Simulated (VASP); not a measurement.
Calculation: r2SCAN meta-GGA, VASP's PBE PAW potentials (set 64) (plane waves; VASP).

VASP input:

File KPOINTS:
```
K-points
0
Gamma
 4 4 4
```

**POSCAR**
```
TiTe2
1
    6.8381912896    -0.0000000000     0.0000000000
    0.0000000000     6.8381912896    -0.0000000000
   -0.0000000000    -0.0000000000     6.8381912896
Ti Te
4 8
Direct
  0.0000000000   0.0000000000   0.0000000000
  0.5000000000   0.5000000000   0.0000000000
  0.0000000000   0.5000000000   0.5000000000
  0.5000000000   0.0000000000   0.5000000000
  0.3611405503   0.3611405503   0.3611405503
  0.8611405503   0.1388594497   0.6388594497
  0.6388594497   0.8611405503   0.1388594497
  0.1388594497   0.6388594497   0.8611405503
  0.6388594497   0.6388594497   0.6388594497
  0.1388594497   0.8611405503   0.3611405503
  0.3611405503   0.1388594497   0.8611405503
  0.8611405503   0.3611405503   0.1388594497
```

### INCAR
```
# general
SYSTEM   =  TiTe2
PREC     =  Accurate
ENCUT    =  400
LREAL    =  F
LASPH    =  T

# electronic loop
EDIFF    =  1E-6
NELM     =  100
ALGO     =  Normal
LMAXMIX  =  4
LMIXTAU  =  T

# smearing
ISMEAR   =  1
SIGMA    =  0.1

# functional
METAGGA  =  R2SCAN

# ions
IBRION   =  2
NSW      =  60
ISIF     =  3
EDIFFG   =  -0.02

# output
LWAVE    =  F
LCHARG   =  F
```

POTCAR, in this order: Ti_sv Te (PBE.64 set). Program: vasp_std.

The resulting files:

**OSZICAR**
```
       N       E                     dE             d eps       ncg     rms          rms(c)
DAV:   1     0.697909342369E+03    0.69791E+03   -0.37696E+04  1350   0.137E+03
DAV:   2    -0.148921791148E+03   -0.84683E+03   -0.81928E+03  1333   0.409E+02
DAV:   3    -0.275981840892E+03   -0.12706E+03   -0.12265E+03  1908   0.142E+02
DAV:   4    -0.289864949097E+03   -0.13883E+02   -0.13793E+02  1996   0.401E+01
DAV:   5    -0.290850028116E+03   -0.98508E+00   -0.98328E+00  1843   0.977E+00    0.239E+01
DAV:   6    -0.279001143847E+03    0.11849E+02   -0.19054E+02  1753   0.623E+01    0.279E+01
DAV:   7    -0.268311410710E+03    0.10690E+02   -0.11894E+02  1753   0.397E+01    0.115E+01
DAV:   8    -0.260500891763E+03    0.78105E+01   -0.94557E+00  1504   0.122E+01    0.442E+00
DAV:   9    -0.261477029585E+03   -0.97614E+00   -0.73606E+00  1810   0.811E+00    0.377E+00
DAV:  10    -0.261687825989E+03   -0.21080E+00   -0.55196E-01  1767   0.256E+00    0.181E+00
DAV:  11    -0.261864505497E+03   -0.17668E+00   -0.59401E-01  1714   0.308E+00    0.809E-01
DAV:  12    -0.261838807791E+03    0.25698E-01   -0.54326E-02  1542   0.107E+00    0.586E-01
DAV:  13    -0.261869719614E+03   -0.30912E-01   -0.17935E-02  1420   0.645E-01    0.413E-01
DAV:  14    -0.261870064041E+03   -0.34443E-03   -0.24691E-03  1706   0.252E-01    0.212E-01
DAV:  15    -0.261871227481E+03   -0.11634E-02   -0.75577E-03  1564   0.386E-01    0.378E-02
DAV:  16    -0.261871552876E+03   -0.32540E-03   -0.25924E-04  1523   0.764E-02    0.202E-02
DAV:  17    -0.261871588711E+03   -0.35835E-04   -0.67732E-05  1668   0.274E-02    0.238E-02
DAV:  18    -0.261871675985E+03   -0.87274E-04   -0.34242E-05  1353   0.297E-02    0.151E-02
DAV:  19    -0.261871696185E+03   -0.20200E-04   -0.55645E-05  1724   0.325E-02    0.675E-03
DAV:  20    -0.261871698975E+03   -0.27896E-05   -0.26120E-06   937   0.943E-03    0.547E-03
DAV:  21    -0.261871700133E+03   -0.11586E-05   -0.25894E-06   898   0.106E-02    0.312E-03
DAV:  22    -0.261871700869E+03   -0.73560E-06   -0.17026E-06   742   0.894E-03
   1 F= -.26187170E+03 E0= -.26187382E+03  d E =-.261872E+03
```

**OUTCAR**
```
------------------------ aborting loop because EDIFF is reached ----------------------------------------
  FORCE on cell =-STRESS in cart. coord.  units (eV):
  Direction    XX          YY          ZZ          XY          YZ          ZX
  --------------------------------------------------------------------------------------
  Total        0.1305268      0.1305268      0.1305268     -0.0000000      0.0000000      0.0000000
  in kB        0.6540131      0.6540131      0.6540131     -0.0000000      0.0000000      0.0000000
  external PRESSURE =       0.6540131 kB  Pullay stress =       0.0000000 kB
  volume of cell :      319.76
      direct lattice vectors                 reciprocal lattice vectors
     6.838191290  0.000000000  0.000000000     0.146237500  0.000000000  0.000000000
     0.000000000  6.838191290  0.000000000     0.000000000  0.146237500  0.000000000
     0.000000000  0.000000000  6.838191290     0.000000000  0.000000000  0.146237500
 POSITION                                       TOTAL-FORCE (eV/Angst)
 -----------------------------------------------------------------------------------
      0.00000      0.00000      0.00000         0.000000      0.000000      0.000000
      3.41910      3.41910      0.00000         0.000000      0.000000      0.000000
      0.00000      3.41910      3.41910         0.000000      0.000000      0.000000
      3.41910      0.00000      3.41910         0.000000      0.000000      0.000000
      2.46955      2.46955      2.46955         0.000255      0.000255      0.000255
      5.88864      0.94955      4.36864         0.000255     -0.000255     -0.000255
      4.36864      5.88864      0.94955        -0.000255      0.000255     -0.000255
      0.94955      4.36864      5.88864        -0.000255     -0.000255      0.000255
      4.36864      4.36864      4.36864        -0.000255     -0.000255     -0.000255
      0.94955      5.88864      2.46955        -0.000255      0.000255      0.000255
      2.46955      0.94955      5.88864         0.000255     -0.000255      0.000255
      5.88864      2.46955      0.94955         0.000255      0.000255     -0.000255
 -----------------------------------------------------------------------------------
    total drift:                               -0.000000      0.000000     -0.000000
  FREE ENERGIE OF THE ION-ELECTRON SYSTEM (eV)
  ---------------------------------------------------
  free  energy   TOTEN  =      -261.8717008687 eV

  energy  without entropy=     -261.8780514349  energy(sigma->0) =     -261.87381772

 reached required accuracy - stopping structural energy minimisation
```
(Selected blocks of OUTCAR.)

The structure was generated: TiTe2 was put into the pyrite type (Pa-3), which need not be its known phase. It was relaxed first, which changed the volume by -19 %. The start is the result of an earlier pass.
